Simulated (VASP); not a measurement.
Input:

```
TiO2
1.0
    2.66945    -2.66853    -0.00801
    2.66945     2.66853    -0.00801
   -2.61215     0.00000     4.79008
Ti O
2 4
Direct
  0.12806   0.87194   0.25000
  0.87194   0.12806   0.75000
  0.33100   0.08653   0.66506
  0.66900   0.91347   0.33494
  0.91347   0.66900   0.83494
  0.08653   0.33100   0.16506
```

The numbers are results of PBEsol GGA, VASP's PBE PAW potentials (set 64) (plane waves; VASP 6.6.1), not measurements. Run with 520 eV cut-off, 8×8×6 Γ-centred mesh, Gaussian smearing of 0.010 eV, potentials Ti_sv O.

Task: Predict the energy per atom (σ→0).

Result: 
* **energy per atom (σ→0)**: -9.370 eV/atom

The absolute energy has meaning only against runs of the same code, potentials and settings.

The structure comes from a computed database's TiO2 entry (C2/c); how it stands against other phases isn't given here. It was relaxed first.
